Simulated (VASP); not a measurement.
Calculation: r2SCAN meta-GGA, VASP's PBE PAW potentials (set 64) (plane waves; VASP 6.6.1).

The input files of a VASP run:

**POSCAR**
```
InAs
1
   -0.0000000000     3.0538063991     3.0538063991
    3.0538063991    -0.0000000000     3.0538063991
    3.0538063991     3.0538063991     0.0000000000
In As
1 1
Direct
  0.0000000000   0.0000000000   0.0000000000
  0.2500000000   0.2500000000   0.2500000000
```

### KPOINTS
```
kpoints
0
G
7 7 7
0 0 0
```

**INCAR**
```
SYSTEM = InAs
PREC = Accurate; ENCUT = 400; LREAL = .FALSE.
LASPH = .TRUE.
EDIFF = 1E-6; NELM = 100; ALGO = Normal
LMAXMIX = 4; LMIXTAU = .TRUE.
ISMEAR = 0; SIGMA = 0.05
METAGGA = R2SCAN
IBRION = 2; NSW = 60; ISIF = 3
EDIFFG = -0.01
LWAVE = .FALSE.; LCHARG = .FALSE.
```

POTCAR, in this order: In_d As (PBE.64 set). Program: vasp_std.

The resulting files:

**OSZICAR**
```
       N       E                     dE             d eps       ncg     rms          rms(c)
DAV:   1     0.750897730245E+02    0.75090E+02   -0.75528E+03   525   0.128E+03
DAV:   2    -0.342248131174E+02   -0.10931E+03   -0.10593E+03   560   0.297E+02
DAV:   3    -0.412664611706E+02   -0.70416E+01   -0.69466E+01   670   0.854E+01
DAV:   4    -0.414488181394E+02   -0.18236E+00   -0.18230E+00   676   0.157E+01
DAV:   5    -0.414543505993E+02   -0.55325E-02   -0.55324E-02   714   0.209E+00    0.592E+00
DAV:   6    -0.380207881308E+02    0.34336E+01   -0.21103E+00   620   0.366E+01    0.309E+00
DAV:   7    -0.380124433334E+02    0.83448E-02   -0.63096E-01   550   0.122E+01    0.151E+00
DAV:   8    -0.380092054134E+02    0.32379E-02   -0.37374E-01   535   0.788E+00    0.106E+00
DAV:   9    -0.380007227545E+02    0.84827E-02   -0.20637E-02   610   0.176E+00    0.832E-01
DAV:  10    -0.380466842155E+02   -0.45961E-01   -0.80406E-02   566   0.339E+00    0.341E-01
DAV:  11    -0.380529049918E+02   -0.62208E-02   -0.16882E-02   533   0.151E+00    0.293E-01
DAV:  12    -0.380521523409E+02    0.75265E-03   -0.31096E-03   550   0.640E-01    0.243E-01
DAV:  13    -0.380513580760E+02    0.79426E-03   -0.17126E-03   545   0.611E-01    0.955E-02
DAV:  14    -0.380530576715E+02   -0.16996E-02   -0.92421E-04   540   0.305E-01    0.472E-02
DAV:  15    -0.380530526898E+02    0.49817E-05   -0.24234E-04   590   0.174E-01    0.361E-02
DAV:  16    -0.380530679441E+02   -0.15254E-04   -0.52959E-05   553   0.872E-02    0.262E-02
DAV:  17    -0.380530992528E+02   -0.31309E-04   -0.13573E-05   535   0.377E-02    0.179E-02
DAV:  18    -0.380531006463E+02   -0.13934E-05   -0.49113E-06   625   0.220E-02    0.119E-02
DAV:  19    -0.380531011919E+02   -0.54567E-06   -0.20966E-05   572   0.432E-02    0.431E-03
DAV:  20    -0.380531014249E+02   -0.23294E-06   -0.13607E-06   529   0.126E-02
   1 F= -.38053101E+02 E0= -.38053033E+02  d E =-.380531E+02
```

### OUTCAR
```
------------------------ aborting loop because EDIFF is reached ----------------------------------------
  FORCE on cell =-STRESS in cart. coord.  units (eV):
  Direction    XX          YY          ZZ          XY          YZ          ZX
  --------------------------------------------------------------------------------------
  Total        0.0061016      0.0061016      0.0061016     -0.0000000      0.0000000     -0.0000000
  in kB        0.1716333      0.1716333      0.1716333     -0.0000000      0.0000000     -0.0000000
  external PRESSURE =       0.1716333 kB  Pullay stress =       0.0000000 kB
  volume of cell :       56.96
      direct lattice vectors                 reciprocal lattice vectors
     0.000000000  3.053806399  3.053806399    -0.163730091  0.163730091  0.163730091
     3.053806399  0.000000000  3.053806399     0.163730091 -0.163730091  0.163730091
     3.053806399  3.053806399  0.000000000     0.163730091  0.163730091 -0.163730091
  FREE ENERGIE OF THE ION-ELECTRON SYSTEM (eV)
  ---------------------------------------------------
  free  energy   TOTEN  =       -38.0531014249 eV

  energy  without entropy=      -38.0529637262  energy(sigma->0) =      -38.05303258

 reached required accuracy - stopping structural energy minimisation
```
(Selected blocks of OUTCAR.)

The compound is InAs in the zinc blende structure. It was relaxed first. The start is the result of an earlier pass.
